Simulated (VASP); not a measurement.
A convergence study with VASP on LaB$_{6}$ (space group Pm-3m): one setting is varied, all else stays as given below, so the limit is that of these other settings.

```xyz
7
Lattice="4.1475 0.0000 0.0000 0.0000 4.1475 0.0000 0.0000 0.0000 4.1475" Properties=species:S:1:pos:R:3 pbc="T T T"
La     0.0000     0.0000     0.0000
B      3.3222     2.0738     2.0738
B      2.0738     0.8254     2.0738
B      2.0738     3.3222     2.0738
B      0.8254     2.0738     2.0738
B      2.0738     2.0738     3.3222
B      2.0738     2.0738     0.8254
```

Computed with PBE GGA, VASP's PBE PAW potentials (set 64) (plane waves; VASP). The tightest run used: 400 eV cut-off, 8×8×8 Γ-centred mesh, Fermi-Dirac smearing of 0.10 eV, potentials La B.

**Question.** The settings run are ENCUT = 200; ENCUT = 240; ENCUT = 280; ENCUT = 340; ENCUT = 400. From which on does the highest Γ mode stay within 5 cm⁻¹ of the tightest run?

**Answer.** From ENCUT = 280 on: it is off by 0.1 there and by no more than 5 in any finer run, while ENCUT = 240 is off by 35.3.
```json
[
 {"setting": "ENCUT = 200", "highest Γ mode (cm⁻¹)": "1371.1", "plane waves": "480", "difference judged (cm⁻¹)": "101.7"},
 {"setting": "ENCUT = 240", "highest Γ mode (cm⁻¹)": "1304.7", "plane waves": "624", "difference judged (cm⁻¹)": "35.3"},
 {"setting": "ENCUT = 280", "highest Γ mode (cm⁻¹)": "1269.6", "plane waves": "772", "difference judged (cm⁻¹)": "0.1"},
 {"setting": "ENCUT = 340", "highest Γ mode (cm⁻¹)": "1268.2", "plane waves": "1064", "difference judged (cm⁻¹)": "1.3"},
 {"setting": "ENCUT = 400", "highest Γ mode (cm⁻¹)": "1269.4", "plane waves": "1328", "difference judged (cm⁻¹)": "0.0"}
]
```

Left out are rungs that failed or repeat a setting and relaxations that didn't move; long series are thinned to 24 rows.

The structure is a typed LaB6 crystal (space group no. 221). The cell was not relaxed at this level, forces remain on its atoms. The electron count is odd and the run is not spin-polarised, which forces a metal.
